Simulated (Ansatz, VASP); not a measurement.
# One calculation of Mg3NbO2, two programs

```xyz
6
Lattice="5.8670 0.0000 0.0000 -2.9335 5.0809 0.0000 0.0000 0.0000 2.7503" Properties=species:S:1:pos:R:3 pbc="T T T"
Mg    2.9335    0.0000    1.3752
Mg   -1.4667    2.5405    1.3752
Mg    1.4667    2.5405    1.3752
Nb    0.0000    0.0000    0.0000
O     0.0000    3.3873    0.0000
O     2.9335    1.6936    0.0000
```

Change from the starting cell: species swapped into the NdAl2Pt3 type (P6/mmm, No. 191).

Alike in both runs: functional PBE; k mesh 6 × 6 × 14; occupations gaussian, width 0.1 eV; no spin polarisation.

Ansatz relaxed the structure, and its values are those at the end. VASP's run is a single point on that final structure, the one shown.

|  | VASP | Ansatz |
| --- | --- | --- |
| version | VASP 6.6.1 | Ansatz 0.2.0 |
| potentials or method | VASP PAW PBE potentials, release 64 (Mg, Nb_sv, O) | scalar-relativistic, plane waves, PAW |
| plane-wave cutoff (eV) | 520 | 420 |
| valence electrons in the cell | 31 | 55 |

```tsv
	VASP	Ansatz	Ansatz less VASP
gap on the k mesh at the Fermi level (eV)	none	none	-
pressure (GPa)	-0.4	0.0	+0.44
```

A gap of «none» marks a metal or a gap that the smearing closes. The two sets of potentials don't hold the same shells in valence.

Caveats: an odd number of electrons without spin polarisation forces a metal; a magnetic or distorted state may lie lower.
